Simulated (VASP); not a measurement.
All values below come from PBE GGA with D3 dispersion (zero damping), VASP's PBE PAW potentials (set 64) (plane waves; VASP).

VASP input:

**POSCAR**
```
Co
1.0
  1.2339444646  -2.1372547309   0.0000000000
  1.2339444646   2.1372547309   0.0000000000
  0.0000000000   0.0000000000   3.9900177134
Co
2
direct
  0.3333330000   0.6666670000   0.2500000000
  0.6666670000   0.3333330000   0.7500000000
```

**INCAR**
```
SYSTEM = Co
PREC = Accurate; ENCUT = 520; LREAL = .FALSE.
LASPH = .TRUE.
EDIFF = 1E-6; NELM = 100; ALGO = Normal
LMAXMIX = 4
ISMEAR = 1; SIGMA = 0.1
GGA = PE; IVDW = 11
MAGMOM = 1.6 1.6
ISPIN = 2
IBRION = 2; NSW = 60; ISIF = 3
EDIFFG = -0.01
LWAVE = .FALSE.; LCHARG = .FALSE.; LORBIT = 10
```

**KPOINTS**
```
Automatic mesh
0
Gamma
15 15 8
0 0 0
```

POTCAR, in this order: Co (PBE.64 set). Program: vasp_std.

### Question
What does the run give for the energy per atom (σ→0), cell moment, dispersion energy, band gap (on the k-mesh)?

### Answer

```json
{
  "energy per atom (σ→0)": "-7.384 eV/atom",
  "cell_moment": "3.20 μB",
  "dispersion_energy": "-16.28 kcal/mol",
  "band gap (on the k-mesh)": "none (metal, semimetal or under 0.01 eV)"
}
```

### OSZICAR
```
...
DAV:   7    -0.140932622117E+02    0.35027E+00   -0.17455E+00  9213   0.262E+01    0.391E+00
DAV:   8    -0.140758372539E+02    0.17425E-01   -0.21644E-02 11051   0.174E+00    0.200E+00
DAV:   9    -0.140599319728E+02    0.15905E-01   -0.52922E-03 12287   0.127E+00    0.645E-01
DAV:  10    -0.140607534370E+02   -0.82146E-03   -0.16078E-03 11254   0.613E-01    0.162E-01
DAV:  11    -0.140607260605E+02    0.27376E-04   -0.81094E-05 11169   0.130E-01    0.299E-02
DAV:  12    -0.140607237962E+02    0.22643E-05   -0.63203E-06  8956   0.257E-02    0.152E-02
DAV:  13    -0.140607233532E+02    0.44294E-06   -0.20608E-06  6495   0.229E-02
   1 F= -.14766822E+02 E0= -.14767057E+02  d E =-.147668E+02  mag=     3.2031
```

The compound is Co in the hcp structure. It was relaxed first, which changed the volume by -5 %. The start is the result of an earlier pass.
